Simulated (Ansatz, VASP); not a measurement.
**Co (Cobalt) in two plane-wave programs**

Aim: how closely do two programs agree when they are given the same cell, functional and k mesh? The cell is taken from a series of VASP runs on this material, whose earlier steps may have relaxed, scaled or displaced it; both programs get it as it stands.

Method: plane waves, with VASP 6.6.1 beside it; relaxation of cell and atoms at PBEsol, in Ansatz 0.2.0.

## (1) The starting structure

The structure is hexagonal, space group P6_3/mmc (No. 194). The conventional cell has a = 2.453 Å, b = 2.453 Å, c = 3.962 Å, α = 90.00°, β = 90.00°, γ = 120.00°. Nearest to Co lie 12 Co at 2.44 to 2.45 Å.

As a file:

```
Co
1.0
     2.45258    0.00000    0.00000
    -1.22629    2.12400    0.00000
     0.00000    0.00000    3.96223
Co
2
Cartesian
  1.2263 0.7080 2.9717
  0.0000 1.4160 0.9906
```

## (2) VASP: relaxation of cell and atoms, PBEsol

The relaxed volume is the usual yardstick between codes: its relative difference is about their pressure difference at one cell divided by the bulk modulus.

Lines of VASP's logs that name or quote its potential files are left out, and so is its time.

File INCAR:

```
SYSTEM = Co
PREC = Accurate
ENCUT = 450
EDIFF = 1E-06
NELM = 100
ISMEAR = 1
SIGMA = 0.15
LREAL = .FALSE.
ALGO = Normal
GGA = PS
NBANDS = 19
ISPIN = 2
MAGMOM = 2 2
LASPH = .TRUE.
LMAXMIX = 4
LORBIT = 11
LWAVE = .FALSE.
LCHARG = .FALSE.
KPAR = 8
IBRION = 2
NSW = 50
ISIF = 3
EDIFFG = -0.006
```

File POSCAR:

```
Co
1.0
    2.4525814961      0.0000000000      0.0000000000
   -1.2262907481      2.1239978805      0.0000000000
    0.0000000000      0.0000000000      3.9622336411
Co
2
Direct
    0.6666666667      0.3333333333      0.7500000000
    0.3333333333      0.6666666667      0.2500000000
```

File KPOINTS:

```
Automatic mesh
0
Gamma
21 21 12
0 0 0
```

The projector-augmented-wave data sets are Co (PBE family, release 64).

Run with:

```sh
> mpirun -np 8 vasp_std
```

Numbers of over 12 decimals in the logs are rounded to 6 here.

The log of the run:

```text
[banner, memory and clock lines left out]
running    8 mpi-ranks, on    1 nodes
 distrk:  each k-point on    1 cores,    8 groups
 distr:  one band on    1 cores,    1 groups

 POSCAR found type information on POSCAR Co
 POSCAR found :  1 types and       2 ions
|                                                                             |
|           W    W    AA    RRRRR   N    N  II  N    N   GGGG   !!!           |
|           W    W   A  A   R    R  NN   N  II  NN   N  G    G  !!!           |
|           W    W  A    A  R    R  N N  N  II  N N  N  G       !!!           |
|           W WW W  AAAAAA  RRRRR   N  N N  II  N  N N  G  GGG   !            |
|           WW  WW  A    A  R   R   N   NN  II  N   NN  G    G                |
|           W    W  A    A  R    R  N    N  II  N    N   GGGG   !!!           |
|                                                                             |
|     For optimal performance we recommend to set                             |
|       NCORE = 2 up to number-of-cores-per-socket                            |
|     NCORE specifies how many cores store one orbital (NPAR=cpu/NCORE).      |
|     This setting can greatly improve the performance of VASP for DFT.       |
|     The default, NCORE=1 might be grossly inefficient on modern             |
|     multi-core architectures or massively parallel machines. Do your        |
|     Unfortunately you need to use the default for GW and RPA                |
|     calculations (for HF NCORE is supported but not extensively tested      |
|     yet).                                                                   |
|                                                                             |

|                                                                             |
|               ----> ADVICE to this user running VASP <----                  |
|                                                                             |
|     You enforced a specific xc type in the INCAR file but a different       |
|     [... a line on the potential file left out ...]
|     I HOPE YOU KNOW WHAT YOU ARE DOING!                                     |
|                                                                             |

 LDA part: xc-table for (Slater+PW92), standard interpolation
 POSCAR, INCAR and KPOINTS ok, starting setup
 FFT: planning ... GRIDC
 FFT: planning ... GRID_SOFT
 FFT: planning ... GRID
 WAVECAR not read
 entering main loop
       N       E                     dE             d eps       ncg     rms          rms(c)
DAV:   1     0.754770824641E+02    0.75477E+02   -0.75953E+03 26944   0.119E+03
DAV:   2    -0.142739030569E+02   -0.89751E+02   -0.80993E+02 25800   0.211E+02
DAV:   3    -0.178656037598E+02   -0.35917E+01   -0.34700E+01 28246   0.525E+01
DAV:   4    -0.179202976701E+02   -0.54694E-01   -0.54661E-01 31980   0.558E+00
DAV:   5    -0.179217398796E+02   -0.14422E-02   -0.14421E-02 29423   0.838E-01    0.167E+01
DAV:   6    -0.158969836926E+02    0.20248E+01   -0.86797E+00 28025   0.618E+01    0.655E+00
DAV:   7    -0.155187172274E+02    0.37827E+00   -0.12622E+00 29986   0.215E+01    0.395E+00
DAV:   8    -0.154913035256E+02    0.27414E-01   -0.15720E-02 37257   0.131E+00    0.178E+00
DAV:   9    -0.154744640064E+02    0.16840E-01   -0.26196E-03 41176   0.100E+00    0.462E-01
DAV:  10    -0.154735353699E+02    0.92864E-03   -0.63262E-04 33618   0.305E-01    0.761E-02
DAV:  11    -0.154734947161E+02    0.40654E-04   -0.27938E-05 33582   0.604E-02    0.300E-02
DAV:  12    -0.154734903015E+02    0.44146E-05   -0.36302E-06 27789   0.188E-02    0.177E-02
DAV:  13    -0.154734896573E+02    0.64428E-06   -0.20393E-06 22241   0.172E-02
   1 F= -.15473490E+02 E0= -.15473586E+02  d E =-.154735E+02  mag=     3.1083
 curvature:   0.00 expect dE= 0.000E+00 dE for cont linesearch  0.000E+00
 trial: gam= 0.00000 g(F)=  0.745E-49 g(S)=  0.286E-04 ort = 0.000E+00 (trialstep = 0.100E+01)
 search vector abs. value=  0.286E-04
 bond charge predicted
       N       E                     dE             d eps       ncg     rms          rms(c)
DAV:   1    -0.154739110763E+02   -0.42077E-03   -0.35596E-03 27996   0.106E+00    0.170E-01
DAV:   2    -0.154735648815E+02    0.34619E-03   -0.11746E-03 28329   0.728E-01    0.103E-01
DAV:   3    -0.154734889252E+02    0.75956E-04   -0.14112E-04 27892   0.240E-01    0.457E-02
DAV:   4    -0.154734830683E+02    0.58569E-05   -0.26797E-06 28560   0.169E-02    0.163E-02
DAV:   5    -0.154734781544E+02    0.49139E-05   -0.78758E-07 16987   0.125E-02    0.268E-03
DAV:   6    -0.154734780893E+02    0.65107E-07   -0.46042E-07 13603   0.649E-03
   2 F= -.15473478E+02 E0= -.15473581E+02  d E =0.115679E-04  mag=     3.1063
 trial-energy change:    0.000012  1 .order    0.000006   -0.000029    0.000040
 step:   0.3070(harm=  0.4181)  dis= 0.00000  next Energy=   -15.473494 (dE=-0.422E-05)
 bond charge predicted
       N       E                     dE             d eps       ncg     rms          rms(c)
DAV:   1    -0.154737054531E+02   -0.22730E-03   -0.17096E-03 27978   0.734E-01    0.118E-01
DAV:   2    -0.154735360310E+02    0.16942E-03   -0.57113E-04 28270   0.506E-01    0.718E-02
DAV:   3    -0.154734991001E+02    0.36931E-04   -0.69037E-05 27766   0.168E-01    0.319E-02
DAV:   4    -0.154734957079E+02    0.33922E-05   -0.12129E-06 22857   0.118E-02    0.115E-02
DAV:   5    -0.154734924496E+02    0.32582E-05   -0.36726E-07 14144   0.944E-03    0.180E-03
DAV:   6    -0.154734925613E+02   -0.11164E-06   -0.22799E-07 13188   0.478E-03
   3 F= -.15473493E+02 E0= -.15473591E+02  d E =-.290402E-05  mag=     3.1077
 curvature:  -0.20 expect dE=-0.289E-06 dE for cont linesearch -0.190E-06
 trial: gam= 0.00000 g(F)=  0.516E-49 g(S)=  0.143E-05 ort =-0.519E-05 (trialstep = 0.861E+00)
 search vector abs. value=  0.143E-05
 reached required accuracy - stopping structural energy minimisation
```

Parts of OUTCAR (step 2):

```text
ion  position               nearest neighbor table
   1  0.667  0.333  0.750-   2 2.44   2 2.44   2 2.44   2 2.44   2 2.44   2 2.44
   2  0.333  0.667  0.250-   1 2.44   1 2.44   1 2.44   1 2.44   1 2.44   1 2.44

  LATTYP: Found a hexagonal cell.
 ALAT       =     2.4525814961
 C/A-ratio  =     1.6155359760

 Subroutine GETGRP returns: Found 24 space group operations
 (whereof 12 operations were pure point group operations)

The static configuration has the point symmetry D_3d.
 The point group associated with its full space group is D_6h.

 Found    336 irreducible k-points:

   k-points           NKPTS =    336   k-points in BZ     NKDIM =    336   number of bands    NBANDS=     19

   dimension x,y,z NGX =    18 NGY =   18 NGZ =   28
   dimension x,y,z NGXF=    36 NGYF=   36 NGZF=   56

   ENCUT  =  450.0 eV  33.07 Ry    5.75 a.u.   4.24  4.24  6.85*2*pi/ulx,y,z

   NELECT =      18.0000    total number of electrons

 k-points in reciprocal lattice and weights: Automatic mesh
   0.00000000  0.00000000  0.00000000       0.000
   0.04761905 -0.00000000  0.00000000       0.001
   0.09523810  0.00000000  0.00000000       0.001
   0.14285714  0.00000000  0.00000000       0.001
   0.19047619  0.00000000  0.00000000       0.001
   0.23809524 -0.00000000  0.00000000       0.001
   0.28571429  0.00000000  0.00000000       0.001
   0.33333333  0.00000000  0.00000000       0.001
   0.38095238  0.00000000  0.00000000       0.001
[...]
0.33333333  0.28571429  0.50000000       0.002
   0.33333333  0.33333333  0.50000000       0.000

 average (electrostatic) potential at core
       1 -77.4792       2 -77.4792

 E-fermi :  10.7914

 spin component 1
 k-point     1 :       0.0000    0.0000    0.0000
  band No.  band energies     occupation
    ...
      8       8.8881      1.00000
      9       8.8881      1.00000
     10      10.0895      1.00000
     11      10.0895      1.00000
     12      10.6521      1.01604
     13      17.6190      0.00000
     14      33.1359      0.00000
     15      36.1899      0.00000
     16      36.1899      0.00000
     17      36.3984      0.00000
    ...

 k-point     2 :       0.0476   -0.0000    0.0000
  band No.  band energies     occupation
    ...
      7       8.5468      1.00000
      8       8.8449      1.00000
      9       8.8617      1.00000
     10       9.6067      1.00000
     11      10.1011      1.00000
     12      11.2317     -0.00013
     13      17.6309      0.00000
     14      32.6286      0.00000
     15      34.6257      0.00000
     16      35.0922      0.00000
    ...

 k-point     3 :       0.0952    0.0000    0.0000
  band No.  band energies     occupation
    ...
      7       8.6372      1.00000
      8       8.6520      1.00000
      9       8.7883      1.00000
     10       9.1139      1.00000
     11      10.1318      1.00000
     12      12.0944     -0.00000
     13      17.6689      0.00000
     14      30.9402      0.00000
     15      33.6074      0.00000
     16      33.6653      0.00000
    ...

 k-point     4 :       0.1429    0.0000    0.0000
  band No.  band energies     occupation
    ...
      7       8.5966      1.00000
      8       8.6810      1.00000
      9       8.8199      1.00000
     10       8.9007      1.00000
     11      10.1725      1.00000
     12      13.0415     -0.00000
     13      17.7398      0.00000
     14      28.7569      0.00000
     15      32.1774      0.00000
     16      33.1183      0.00000
    ...

 k-point     5 :       0.1905    0.0000    0.0000
  band No.  band energies     occupation
    ...
      7       8.7691      1.00000
      8       8.7705      1.00000
      9       8.8049      1.00000
     10       9.0392      1.00000
     11      10.2145      1.00000
     12      14.0561      0.00000
     13      17.8519      0.00000
     14      26.5335      0.00000
     15      30.8423      0.00000
     16      32.5893      0.00000
    ...

 k-point     6 :       0.2381   -0.0000    0.0000
  band No.  band energies     occupation
    ...
      7       8.6495      1.00000
      8       9.0631      1.00000
      9       9.0761      1.00000
     10       9.2947      1.00000
     11      10.2523      1.00000
     12      15.1310      0.00000
     13      18.0058      0.00000
     14      24.3932      0.00000
     15      29.6227      0.00000
     16      31.8538      0.00000
    ...

  Total        0.0054077      0.0054077      0.0009811     -0.0000000      0.0000000      0.0000000
  in kB        0.4199446      0.4199446      0.0761891     -0.0000000      0.0000000      0.0000000
  external PRESSURE =       0.3053595 kB  Pullay stress =       0.0000000 kB

  energy-cutoff  :      450.00
  volume of cell :       20.63
      direct lattice vectors                 reciprocal lattice vectors
     2.452258984  0.000000000  0.000000000     0.407787271  0.235436091  0.000000000
    -1.226129492  2.123718577  0.000000000    -0.000000000  0.470872182  0.000000000
    -0.000000000 -0.000000000  3.961541591     0.000000000  0.000000000  0.252426985

 POSITION                                       TOTAL-FORCE (eV/Angst)
 -----------------------------------------------------------------------------------
      1.22613      0.70791      2.97116        -0.000000     -0.000000      0.000000
     -0.00000      1.41581      0.99039         0.000000      0.000000      0.000000
 -----------------------------------------------------------------------------------
    total drift:                                0.000000     -0.000000     -0.000000

  FREE ENERGIE OF THE ION-ELECTRON SYSTEM (eV)
  ---------------------------------------------------
  free  energy   TOTEN  =       -15.4734925613 eV

  energy  without entropy=      -15.4737869881  energy(sigma->0) =      -15.47359070

 reached required accuracy - stopping structural energy minimisation

 total charge
# of ion       s       p       d       tot
------------------------------------------
    1        0.510   0.570   7.294   8.374
    2        0.510   0.570   7.294   8.374
--------------------------------------------------
tot          1.021   1.140  14.588  16.749

 magnetization (x)
# of ion       s       p       d       tot
------------------------------------------
    1       -0.016  -0.052   1.628   1.560
    2       -0.016  -0.052   1.628   1.560
--------------------------------------------------
tot         -0.031  -0.105   3.257   3.121

[... 6 further parts left out ...]
```

CONTCAR:

```
Co
   1.00000000000000
     2.4522589840006375    0.0000000000000076    0.0000000000000000
    -1.2261294920503054    2.1237185768289102    0.0000000000000000
    -0.0000000000000000   -0.0000000000000000    3.9615415911682406
  Co
     2
Direct
     0.6666666667000030    0.3333333332999970    0.7500000000000000
     0.3333333332999970    0.6666666667000030    0.2500000000000000
```

The run keeps the 24 symmetry operations of its start, so it cannot find a distortion of lower symmetry.

(Continued in part 2 of 2.)

[Lines on the potential files, build, host, timing and source positions are cut from VASP's logs without a mark.]

[Logs are printed without paths, hosts, clocks, repeated set-up lines and the standing remarks that a program may print on its own settings, such as how far it seeks lower states.]

[Hosts, paths, dates, database ids (printed as entryN), source tags and the programs' standing remarks are cut or masked in the printed files.]
